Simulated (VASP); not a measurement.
Output of a VASP run:

File OSZICAR:
```
       N       E                     dE             d eps       ncg     rms          rms(c)
DAV:   1     0.170371392355E+03    0.17037E+03   -0.11390E+04  1701   0.200E+03
DAV:   2     0.514127907532E+01   -0.16523E+03   -0.16101E+03  1750   0.417E+02
DAV:   3    -0.250337099820E+01   -0.76447E+01   -0.76099E+01  2086   0.943E+01
DAV:   4    -0.263706259019E+01   -0.13369E+00   -0.13367E+00  2053   0.120E+01
DAV:   5    -0.264384288633E+01   -0.67803E-02   -0.67802E-02  2407   0.239E+00    0.640E+00
DAV:   6    -0.248222133466E+01    0.16162E+00   -0.32407E-01  2177   0.949E+00    0.308E+00
DAV:   7    -0.244459298055E+01    0.37628E-01   -0.64226E-02  2197   0.510E+00    0.120E+00
DAV:   8    -0.243914777464E+01    0.54452E-02   -0.14879E-02  1855   0.125E+00    0.391E-01
DAV:   9    -0.243835711989E+01    0.79065E-03   -0.16728E-03  2170   0.707E-01    0.647E-02
DAV:  10    -0.243836321405E+01   -0.60942E-05   -0.28698E-05  2163   0.753E-02    0.284E-02
DAV:  11    -0.243836493995E+01   -0.17259E-05   -0.35798E-06  1947   0.203E-02    0.433E-03
DAV:  12    -0.243836517613E+01   -0.23618E-06   -0.33496E-07  2099   0.659E-03    0.167E-03
DAV:  13    -0.243836499044E+01    0.18569E-06   -0.36322E-08  1078   0.214E-03    0.286E-04
DAV:  14    -0.243836499671E+01   -0.62660E-08   -0.34933E-09   994   0.875E-04
   1 F= -.24383650E+01 E0= -.24379029E+01  d E =-.138616E-02
```

File OUTCAR:
```
------------------------ aborting loop because EDIFF is reached ----------------------------------------
  FORCE on cell =-STRESS in cart. coord.  units (eV):
  Direction    XX          YY          ZZ          XY          YZ          ZX
  --------------------------------------------------------------------------------------
  Total        1.5969738      1.5969738      1.5969738      0.0000000     -0.0000000      0.0000000
  in kB       75.2203090     75.2203090     75.2203090      0.0000000     -0.0000000      0.0000000
  external PRESSURE =      75.2203090 kB  Pullay stress =       0.0000000 kB
  volume of cell :       34.02
      direct lattice vectors                 reciprocal lattice vectors
     3.240095061  0.000000000  0.000000000     0.308632920  0.000000000  0.000000000
     0.000000000  3.240095061  0.000000000     0.000000000  0.308632920  0.000000000
     0.000000000  0.000000000  3.240095061     0.000000000  0.000000000  0.308632920
 POSITION                                       TOTAL-FORCE (eV/Angst)
 -----------------------------------------------------------------------------------
      1.62005      1.62005      1.62005         0.000000      0.000000      0.000000
      0.00000      0.00000      0.00000         0.000000      0.000000      0.000000
 -----------------------------------------------------------------------------------
    total drift:                                0.000000      0.000000     -0.000000
  FREE ENERGIE OF THE ION-ELECTRON SYSTEM (eV)
  ---------------------------------------------------
  free  energy   TOTEN  =        -2.4383649967 eV

  energy  without entropy=       -2.4369788346  energy(sigma->0) =       -2.43790294
```
(Selected blocks of OUTCAR.)

POSCAR:
```
PdIn
1
    3.2400950611     0.0000000000     0.0000000000
    0.0000000000     3.2400950611     0.0000000000
    0.0000000000     0.0000000000     3.2400950611
In Pd
1 1
Direct
  0.5000000000   0.5000000000   0.5000000000
  0.0000000000   0.0000000000   0.0000000000
```

**Question.** Reconstruct the remaining input files.

**Answer.** This is not unique; one that fits is the input of the run itself, optB88-vdW, plane waves, VASP's PBE PAW potentials (set 64).

**INCAR**
```
SYSTEM = PdIn
PREC = Accurate
ENCUT = 520
EDIFF = 1E-7
NELM = 100
ALGO = Normal
LREAL = .FALSE.
LASPH = .TRUE.
ISMEAR = 1
SIGMA = 0.1
GGA = BO
PARAM1 = 0.1833333333
PARAM2 = 0.22
LUSE_VDW = .TRUE.
AGGAC = 0.0
LMAXMIX = 4
LWAVE = .FALSE.
LCHARG = .FALSE.
ISIF = 2
```

**KPOINTS**
```
Automatic mesh
0
Gamma
11 11 11
0 0 0
```

POTCAR, in this order: In_d Pd (PBE.64 set). Program: vasp_std.

The compound is PdIn in the CsCl type structure. This cell is one point of a volume scan, at 0.94 of the reference volume. The electron count is odd and the run is not spin-polarised, which forces a metal.
